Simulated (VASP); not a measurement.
# A VASP study of B2SbN (optB86b-vdW): structure first, properties next, part 6 of 6

Aim: relax B2SbN, then compute properties on the relaxed cell. The cell is invented: it takes the structure of COD entry 9008833, BAs (space group 216 there), with some of its atoms replaced by other elements, volume scaled by an estimate. It may not be a known or stable phase. Left out of this account: 1 further run (relaxation: it shows nothing beyond the runs told).

VASP 6.6.1, plane waves and PAW; the level of theory is named at each step.

Still holding for the runs below: The k-mesh is coarse for a metal.

So far. Step 15 (Fit for optB86b-vdW): The fitted volume lies +0.05 % from the relaxed one. The atoms bear forces along the scan, since they were held; freeing them would lower the modulus. Step 16 (Bands along the symmetry lines (optB86b-vdW + SOC)): At these settings, which differ from those of the relaxation, the cell is under a pressure of 0.3 GPa. The relaxed cell has a = 3.151, c = 4.635 Å (conventional setting).

### 17. Field gradients at the nuclei (optB86b-vdW)

This step: optB86b-vdW; plane waves and PAW (Sb, N, B); invented cell (VASP 6.6.1).

Field gradients probe how far the charge around each nucleus departs from cubic symmetry; LASPH keeps the non-spherical terms inside the spheres.

INCAR

```
SYSTEM = B2SbN
PREC = Accurate
ENCUT = 520
EDIFF = 1E-07
NELM = 100
ISMEAR = 0
SIGMA = 0.05
LREAL = .FALSE.
ALGO = Normal
GGA = MK
AGGAC = 0
LUSE_VDW = .TRUE.
PARAM1 = 0.1234
PARAM2 = 1
LASPH = .TRUE.
NBANDS = 14
LORBIT = 11
LWAVE = .FALSE.
LCHARG = .FALSE.
KPAR = 2
LEFG = .TRUE.
```

POSCAR

```
B2SbN
1.0
    3.1505294572      0.0000000000      0.0000000000
    0.0000000000      3.1505294572      0.0000000000
    0.0000000000      0.0000000000      4.6345937426
Sb N B
1 1 2
Direct
    0.5000000000      0.5000000000      0.0000000000
    0.0000000000      0.0000000000      0.5000000000
    0.0000000000      0.5000000000      0.3269467459
    0.5000000000      0.0000000000      0.6730532541
```

KPOINTS

```
Automatic mesh
0
Gamma
7 7 5
0 0 0
```

Potentials, in the order of the species: Sb, N and B (PBE family, release 64).

On the command line:

```
mpirun -np 2 vasp_std
```

What it wrote:

```text
[... set-up lines as in an earlier step ...]
 entering main loop
       N       E                     dE             d eps       ncg     rms          rms(c)
[... 13 cycles as in an earlier step ...]
DAV:  14    -0.187106057092E+02    0.38877E-08   -0.76859E-08   792   0.227E-03
ion   1
     0.0000000     0.0000000     0.0000000     0.7468706     0.0000000    -0.0000000
     0.0000576     0.0000000     0.0000000     0.7468706     0.0000000    -0.0000000
     0.0000793     0.0000000     0.0000000     0.7468706     0.0000000    -0.0000000
     0.0001092     0.0000000     0.0000000     0.7468706     0.0000000    -0.0000000
     0.0001504     0.0000000     0.0000000     0.7468706     0.0000000    -0.0000000

     0.0000000     0.0000000     0.0000000    -3.0744199    -0.0000000    -0.0000000
     0.0000576     0.0000000     0.0000000    -3.0766659    -0.0000000    -0.0000000
     0.0000793     0.0000000     0.0000000    -3.0781569    -0.0000000    -0.0000000
     0.0001092     0.0000000     0.0000000    -3.0807106    -0.0000000    -0.0000000
     0.0001504     0.0000000     0.0000000    -3.0850528    -0.0000000    -0.0000000

ion   2
     0.0000000     0.0000000    -0.0000000    12.5899423     0.0000000     0.0000000
     0.0000281     0.0000000    -0.0000000    12.5899422     0.0000000     0.0000000
     0.0000381     0.0000000    -0.0000000    12.5899421     0.0000000     0.0000000
     0.0000517     0.0000000    -0.0000000    12.5899420     0.0000000     0.0000000
     0.0000701     0.0000000    -0.0000000    12.5899417     0.0000000     0.0000000

     0.0000000     0.0000000    -0.0000000    29.0946121     0.0000000     0.0000000
     0.0000281     0.0000000    -0.0000000    29.0946074     0.0000000     0.0000000
     0.0000381     0.0000000    -0.0000000    29.0946043     0.0000000     0.0000000
     0.0000517     0.0000000    -0.0000000    29.0945991     0.0000000     0.0000000
     0.0000701     0.0000000    -0.0000000    29.0945906     0.0000000     0.0000000

ion   3
     0.0000000     0.0000000    -0.0000000    -4.2979042     0.0000000     8.5157545
     0.0000257     0.0000000    -0.0000000    -4.2979042     0.0000000     8.5157545
     0.0000354     0.0000000    -0.0000000    -4.2979042     0.0000000     8.5157545
     0.0000487     0.0000000    -0.0000000    -4.2979042     0.0000000     8.5157544
     0.0000671     0.0000000    -0.0000000    -4.2979041     0.0000000     8.5157543

     0.0000000     0.0000000    -0.0000000    -6.5107098     0.0000000    13.6162924
     0.0000257     0.0000000    -0.0000000    -6.5107095     0.0000000    13.6162917
     0.0000354     0.0000000    -0.0000000    -6.5107093     0.0000000    13.6162912
     0.0000487     0.0000000    -0.0000000    -6.5107089     0.0000000    13.6162902
     0.0000671     0.0000000    -0.0000000    -6.5107082     0.0000000    13.6162887

ion   4
     0.0000000     0.0000000     0.0000000    -4.2979042     0.0000000    -8.5157545
     0.0000257     0.0000000     0.0000000    -4.2979042     0.0000000    -8.5157545
     0.0000354     0.0000000     0.0000000    -4.2979042     0.0000000    -8.5157545
     0.0000487     0.0000000     0.0000000    -4.2979042     0.0000000    -8.5157544
     0.0000671     0.0000000     0.0000000    -4.2979041     0.0000000    -8.5157543

     0.0000000     0.0000000     0.0000000    -6.5107098     0.0000000   -13.6162924
     0.0000257     0.0000000     0.0000000    -6.5107095     0.0000000   -13.6162917
     0.0000354     0.0000000     0.0000000    -6.5107093     0.0000000   -13.6162912
     0.0000487     0.0000000     0.0000000    -6.5107089     0.0000000   -13.6162902
     0.0000671     0.0000000     0.0000000    -6.5107082     0.0000000   -13.6162887

   1 F= -.18710606E+02 E0= -.18710222E+02  d E =-.767642E-03
```

Wall time 29 s (2 MPI ranks of Intel Xeon Platinum 8375C at 2.90GHz (Ice Lake), shared host); peak memory 0.61 GiB; 54 s of CPU time.

From OUTCAR (step 17):

```text
   NELECT =      16.0000    total number of electrons

 E-fermi :   9.1523

Total vdW correction in eV:      2.1526631

  Total        0.0124461      0.0124461     -0.0254946      0.0000000     -0.0000000      0.0000000
  in kB        0.4334764      0.4334764     -0.8879314      0.0000000     -0.0000000      0.0000000
  external PRESSURE =      -0.0069928 kB  Pullay stress =       0.0000000 kB

 POSITION                                       TOTAL-FORCE (eV/Angst)
 -----------------------------------------------------------------------------------
      1.57526      1.57526      0.00000        -0.000000      0.000000      0.000000
      0.00000      0.00000      2.31730         0.000000      0.000000      0.000000
      0.00000      1.57526      1.51527         0.000000      0.000000      0.001039
      1.57526      0.00000      3.11933         0.000000      0.000000     -0.001039
 -----------------------------------------------------------------------------------
    total drift:                               -0.000000     -0.000000     -0.000000

  FREE ENERGIE OF THE ION-ELECTRON SYSTEM (eV)
  ---------------------------------------------------
  free  energy   TOTEN  =       -18.7106057092 eV

Total vdW correction in eV:      2.1526771

 Electric field gradients after diagonalization (V/A^2)
 (convention: |V_zz| > |V_xx| > |V_yy|)
----------------------------------------------------------------------
 ion       V_xx      V_yy      V_zz     asymmetry (V_yy - V_xx)/ V_zz
----------------------------------------------------------------------
   1      -2.134    -2.134     4.269       0.000
   2      18.182    18.182   -36.364       0.000
   3       9.181     7.492   -16.673       0.101
   4       9.181     7.492   -16.673       0.101
----------------------------------------------------------------------

[... 17 parts as in an earlier step ...]

[... 2 further parts left out ...]
```

Numbers from this step:

| Item | Value |
| --- | --- |
| SCF cycles | 14 |
| bands | 14 |
| irreducible k-points | 30 |
| free energy (TOTEN) | -18.71 eV |
| energy at zero smearing | -18.71 eV |
| Fermi energy | 9.152 eV |
| pressure | -6.99e-4 GPa |

Electric field gradients, by row:

| atom | Vxx (V/Å²) | Vyy (V/Å²) | Vzz (V/Å²) | asymmetry |
| --- | --- | --- | --- | --- |
| Sb1 | -2.134 | -2.134 | 4.269 | 0 |
| N2 | 18.18 | 18.18 | -36.36 | 0 |
| B3 | 9.181 | 7.492 | -16.67 | 0.101 |
| B4 | 9.181 | 7.492 | -16.67 | 0.101 |

The largest gradient, -36.36 V/Å², sits on N2; times the quadrupole moment of a nucleus that has one, it gives the coupling that NMR and NQR see.

### 18. Results

| Property | Result |
| --- | --- |
| relaxed volume | 11.50 Å³/atom |
| relaxed conventional cell a, b, c | 3.151, 3.151, 4.635 Å |
| space group after relaxing, within 0.02 Å | P-4m2 (No. 115) |
| band gap | none, a metal |
| DOS at the Fermi level | 0.125 states/eV/cell |
| bulk modulus from the fit | 166 GPa |
| volume from the fit | 11.5 Å³/atom |
| band gap (optB86b-vdW + SOC) | none, a metal |
| largest field gradient Vzz | -36.36 V/Å² on N2 |

In words: With optB86b-vdW, B2SbN relaxes to 11.50 Å³/atom in space group P-4m2 (held by the symmetry of the run), comes out as a metal and has a bulk modulus of 166 GPa at fixed shape and positions, an upper bound. Band structure (optB86b-vdW): Of the bands kept, 2 cross the Fermi level on this path. Bands along the symmetry lines (optB86b-vdW + SOC): Of the bands kept, 4 cross the Fermi level on this path (spinor bands, one electron each). The k-sampling is coarse for a metal, so the Fermi level, pressures and the shape of the cell carry errors. No search among competing phases was made. All values are for a static lattice at zero temperature.

[Lines on the potential files, build, host, timing and source positions are cut from VASP's logs without a mark.]

[Logs are printed without paths, hosts, clocks, repeated set-up lines and the standing remarks that a program may print on its own settings, such as how far it seeks lower states.]

[Hosts, paths, dates, database ids (printed as entryN), source tags and the programs' standing remarks are cut or masked in the printed files.]

[A measured line is paired with the nearest computed mode of its activity, which favours agreement.]
